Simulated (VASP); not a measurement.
Consider the following.

```xyz
1
Lattice="-1.6500 1.6500 1.6500 1.6500 -1.6500 1.6500 1.6500 1.6500 -1.6500" Properties=species:S:1:pos:R:3 pbc="T T T"
Ta     0.0000     0.0000     0.0000
```

Computed with revPBE GGA, VASP's PBE PAW potentials (set 64) (plane waves; VASP). Settings: 520 eV cut-off, 14×14×14 Γ-centred mesh, first-order Methfessel-Paxton smearing of 0.10 eV, potentials Ta_pv.

Energy and stress use the plane-wave basis of the starting cell.

The ions, cell shape and volume are relaxed. What does this cell relax into?

```xyz
1
Lattice="-1.6663 1.6663 1.6663 1.6663 -1.6663 1.6663 1.6663 1.6663 -1.6663" Properties=species:S:1:pos:R:3 pbc="T T T"
Ta     0.0000     0.0000     0.0000
```
Space group Im-3m (229), at a tolerance of 0.03 Å.

How do energy and volume change from the first to the last step?

The energy (σ→0) changes by -10.0 meV/atom and the volume by +3.0 %, in 3 ionic steps.

```
step  E(σ→0) (eV)  max force (eV/Å)  pressure (GPa)  volume (Å³)
----  -----------  ----------------  --------------  -----------
1        -11.4099             0.000            6.17        17.97
2        -11.3665             0.000          -11.86        19.83
3        -11.4199             0.000           -0.05        18.51
```

The compound is Ta in the bcc structure. This run relaxes it. Symmetry was kept, so distortions that lower it aren't found.
